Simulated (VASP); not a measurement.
## Re3P under changes of volume

One of the cells (14.584 Å³/atom); the others are scaled copies at fixed shape and fractional positions:

```
CELL_PARAMETERS angstrom
3.87835 0.00000 0.00000
0.00000 3.87835 0.00000
0.00000 0.00000 3.87835
ATOMIC_POSITIONS crystal
Re 0.50000 0.50000 0.00000
Re 0.50000 0.00000 0.50000
Re 0.00000 0.50000 0.50000
P 0.00000 0.00000 0.00000
```

The cell was built by a generator and needn't be a form met in nature.

| Quantity | Value |
| --- | --- |
| Program | VASP 6.6.1 |
| Functional | PBE |
| Potentials or basis | VASP PAW PBE potentials, release 64 (Re, P) |
| Cutoff | 520 eV |
| k mesh | 7 × 7 × 7 |
| Occupations | fermi-dirac, width 0.05 eV |
| Spin | no spin polarisation |

```csv
volume (Å³/atom),energy over the lowest point (meV/atom),pressure (GPa)
13.440,53.66,22.0
13.726,21.56,14.0
14.012,2.83,6.9
14.584,0.00,-5.0
14.870,13.50,-10.1
15.156,?,?
```

**Question.** What does the run at 15.156 Å³/atom give?

**Answer.** Energy over the lowest point 35.46 meV/atom; pressure -14.5 GPa.

Worked out: A Birch-Murnaghan fit of order 3 (a polynomial in V^(-2/3)) to the other rows has its minimum at 14.33 Å³/atom with B0 = V·E''(V) = 296 GPa and B' = 4.6. It gives 35.57 meV/atom at 15.156 Å³/atom, against the run's 35.46, and -dE/dV = -14.6 GPa, against -14.5.

Energies are extrapolated to zero smearing.
